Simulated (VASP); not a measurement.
Computed with PBEsol GGA, VASP's PBE PAW potentials (set 64) (plane waves; VASP 6.6.1).

A VASP calculation is set up with these files.

### INCAR
```
# general
SYSTEM   =  TaSi
PREC     =  Accurate
ENCUT    =  400
LREAL    =  .FALSE.
LASPH    =  .TRUE.

# electronic loop
EDIFF    =  1E-7
NELM     =  100
ALGO     =  Normal
LMAXMIX  =  6

# smearing
ISMEAR   =  -5

# functional
GGA      =  PS

# ions
ISIF     =  2

# output
LWAVE    =  .FALSE.
LCHARG   =  .TRUE.
LORBIT   =  11
NEDOS    =  601
```

**KPOINTS**
```
kpoints
0
Gamma
  14 14 14
```

File POSCAR:
```
TaSi
1
    0.0000000000     2.5524873184     2.5524873184
    2.5524873184     0.0000000000     2.5524873184
    2.5524873184     2.5524873184    -0.0000000000
Si Ta
1 1
Direct
  0.0000000000   0.0000000000   0.0000000000
  0.5000000000   0.5000000000   0.5000000000
```

POTCAR, in this order: Si Ta_pv (PBE.64 set). Program: vasp_std.

Output of the run:

OUTCAR:
```
 ion  position               nearest neighbor table
   1  0.000  0.000  0.000-   2 2.55   2 2.55   2 2.55   2 2.55   2 2.55   2 2.55
   2  0.500  0.500  0.500-   1 2.55   1 2.55   1 2.55   1 2.55   1 2.55   1 2.55
  LATTYP: Found a face centered cubic cell.
 ALAT       =     5.1049746368
 Subroutine PRICEL returns:
 Original cell was already a primitive cell.
 Subroutine GETGRP returns: Found 48 space group operations
The static configuration has the point symmetry O_h .
The dynamic configuration has the point symmetry O_h .
 Subroutine INISYM returns: Found 48 space group operations
 Subroutine IBZKPT returns following result:
 Found    104 irreducible k-points:

 Following reciprocal coordinates:
            Coordinates               Weight
  0.000000  0.000000  0.000000      1.000000
  0.071429  0.000000  0.000000      8.000000
  0.142857  0.000000  0.000000      8.000000
  0.214286  0.000000  0.000000      8.000000
  0.285714  0.000000  0.000000      8.000000
  0.357143  0.000000  0.000000      8.000000
  0.428571  0.000000  0.000000      8.000000
  0.500000  0.000000  0.000000      4.000000
  0.071429  0.071429  0.000000      6.000000
  0.142857  0.071429  0.000000     24.000000
  0.214286  0.071429  0.000000     24.000000
  0.285714  0.071429  0.000000     24.000000
  0.357143  0.071429  0.000000     24.000000
  0.428571  0.071429  0.000000     24.000000
  0.500000  0.071429  0.000000     24.000000
 -0.428571  0.071429  0.000000     24.000000
 -0.357143  0.071429  0.000000     24.000000
 -0.285714  0.071429  0.000000     24.000000
 -0.214286  0.071429  0.000000     24.000000
 -0.142857  0.071429  0.000000     24.000000
 -0.071429  0.071429  0.000000     12.000000
  0.142857  0.142857  0.000000      6.000000
  0.214286  0.142857  0.000000     24.000000
  0.285714  0.142857  0.000000     24.000000
  0.357143  0.142857  0.000000     24.000000
  0.428571  0.142857  0.000000     24.000000
  0.500000  0.142857  0.000000     24.000000
 -0.428571  0.142857  0.000000     24.000000
 -0.357143  0.142857  0.000000     24.000000
 -0.285714  0.142857  0.000000     24.000000
 -0.214286  0.142857  0.000000     24.000000
 -0.142857  0.142857  0.000000     12.000000
  0.214286  0.214286  0.000000      6.000000
  0.285714  0.214286  0.000000     24.000000
  0.357143  0.214286  0.000000     24.000000
  0.428571  0.214286  0.000000     24.000000
  0.500000  0.214286  0.000000     24.000000
 -0.428571  0.214286  0.000000     24.000000
 -0.357143  0.214286  0.000000     24.000000
 -0.285714  0.214286  0.000000     24.000000
   k-points           NKPTS =    104   k-points in BZ     NKDIM =    104   number of bands    NBANDS=     11
   number of dos      NEDOS =    601   number of ions     NIONS =      2
   total plane-waves  NPLWV =  13824
   dimension x,y,z NGX =    24 NGY =   24 NGZ =   24
   dimension x,y,z NGXF=    48 NGYF=   48 NGZF=   48
   ions per type =               1   1
   PREC   = accura    normal or accurate (medium, high low for compatibility)
   ISTART =      0    job   : 0-new  1-cont  2-samecut
   ICHARG =      2    charge: 1-file 2-atom 10-const
   ISPIN  =      1    spin polarized calculation?
   LNONCOLLINEAR =      F non collinear calculations
   LSORBIT =      F    spin-orbit coupling
   INIWAV =      1    electr: 0-lowe 1-rand  2-diag
   ENCUT  =  400.0 eV  29.40 Ry    5.42 a.u.   5.89  5.89  5.89*2*pi/ulx,y,z
   NELM   =    100;   NELMIN=  2; NELMDL= -5     # of ELM steps
   EDIFF  = 0.1E-06   stopping-criterion for ELM
   LREAL  =      F    real-space projection
   NLSPLINE    = F    spline interpolate recip. space projectors
   LMAXMIX     =    6 max onsite mixed and CHGCAR
...
```

**OSZICAR**
```
       N       E                     dE             d eps       ncg     rms          rms(c)
DAV:   1     0.589453395274E+02    0.58945E+02   -0.70299E+03  2296   0.100E+03
DAV:   2    -0.175633760264E+02   -0.76509E+02   -0.73582E+02  2558   0.254E+02
DAV:   3    -0.196446841714E+02   -0.20813E+01   -0.19947E+01  2941   0.368E+01
DAV:   4    -0.196836752112E+02   -0.38991E-01   -0.38630E-01  2704   0.441E+00
DAV:   5    -0.196842875691E+02   -0.61236E-03   -0.61159E-03  2918   0.500E-01    0.164E+01
DAV:   6    -0.185132079185E+02    0.11711E+01   -0.33151E+00  2563   0.152E+01    0.650E+00
DAV:   7    -0.184634262953E+02    0.49782E-01   -0.24168E-01  2876   0.402E+00    0.237E+00
DAV:   8    -0.184550807096E+02    0.83456E-02   -0.20449E-02  2494   0.110E+00    0.252E-01
DAV:   9    -0.184547305495E+02    0.35016E-03   -0.22900E-03  2627   0.404E-01    0.107E-01
DAV:  10    -0.184547200028E+02    0.10547E-04   -0.14426E-04  2614   0.125E-01    0.243E-02
DAV:  11    -0.184547203925E+02   -0.38969E-06   -0.13437E-05  2709   0.366E-02    0.447E-03
DAV:  12    -0.184547201781E+02    0.21439E-06   -0.64608E-07  2901   0.796E-03    0.129E-03
DAV:  13    -0.184547200997E+02    0.78370E-07   -0.74755E-09  1435   0.865E-04
   1 F= -.18454720E+02 E0= -.18454720E+02  d E =0.000000E+00
```

**OUTCAR**
```
------------------------ aborting loop because EDIFF is reached ----------------------------------------
  FORCE on cell =-STRESS in cart. coord.  units (eV):
  Direction    XX          YY          ZZ          XY          YZ          ZX
  --------------------------------------------------------------------------------------
  Total       -0.0387924     -0.0387924     -0.0387924     -0.0000000     -0.0000000      0.0000000
  in kB       -1.8686862     -1.8686862     -1.8686862     -0.0000000     -0.0000000      0.0000000
  external PRESSURE =      -1.8686862 kB  Pullay stress =       0.0000000 kB
  volume of cell :       33.26
      direct lattice vectors                 reciprocal lattice vectors
     0.000000000  2.552487318  2.552487318    -0.195887359  0.195887359  0.195887359
     2.552487318  0.000000000  2.552487318     0.195887359 -0.195887359  0.195887359
     2.552487318  2.552487318  0.000000000     0.195887359  0.195887359 -0.195887359
 POSITION                                       TOTAL-FORCE (eV/Angst)
 -----------------------------------------------------------------------------------
      0.00000      0.00000      0.00000         0.000000      0.000000      0.000000
      2.55249      2.55249      2.55249        -0.000000     -0.000000     -0.000000
 -----------------------------------------------------------------------------------
    total drift:                               -0.000000     -0.000000      0.000000
  FREE ENERGIE OF THE ION-ELECTRON SYSTEM (eV)
  ---------------------------------------------------
  free  energy   TOTEN  =       -18.4547200997 eV

  energy  without entropy=      -18.4547200997  energy(sigma->0) =      -18.45472010

 total charge

# of ion       s       p       d       tot
------------------------------------------
    1        0.778   1.014   0.000   1.792
    2        0.288   6.152   2.450   8.890
--------------------------------------------------
tot          1.066   7.167   2.450  10.683
```
(Selected blocks of OUTCAR.)

For a metal the tetrahedron method with Blöchl corrections gives inexact stress and forces.

The structure was generated: TaSi was put into the rocksalt type (Fm-3m), which need not be its known phase. It was relaxed first, which changed the volume by -21 %. The electron count is odd and the run is not spin-polarised, which forces a metal.
